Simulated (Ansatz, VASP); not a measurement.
## Two plane-wave programs on TeAu

```xyz
4
Lattice="0.0000 3.5997 3.5997 3.5997 0.0000 3.5997 3.5997 3.5997 0.0000" Properties=species:S:1:pos:R:3 pbc="T T T"
Te    1.7999    1.7999    1.7999
Te    0.0000    0.0000    0.0000
Au    5.3996    5.3996    5.3996
Au    3.5997    3.5997    3.5997
```

Alike in both runs: task relaxation of cell and atoms; functional PBE; k mesh 12 × 12 × 12; occupations gaussian, width 0.1 eV; no spin polarisation.

```csv
,VASP,Ansatz
version,VASP 6.6.1,Ansatz 0.2.0
potentials or method,"VASP PAW PBE potentials, release 64 (Te, Au)","scalar-relativistic, plane waves, PAW"
plane-wave cutoff (eV),600,420
valence electrons in the cell,34,70
```

```csv
,VASP,Ansatz,Ansatz less VASP
"gap on the k mesh at the Fermi level, each at its own relaxed structure (eV)",none,none,-
relaxed volume (Å³/atom),23.38,23.39,+0.015
relaxed cell length with the largest relative difference (Å),5.095,5.096,+0.0011
```

A gap of «none» marks a metal or a gap that the smearing closes. The two sets of potentials don't hold the same shells in valence.

The runs have no spin-orbit coupling, so splittings on Au, Te are missing.
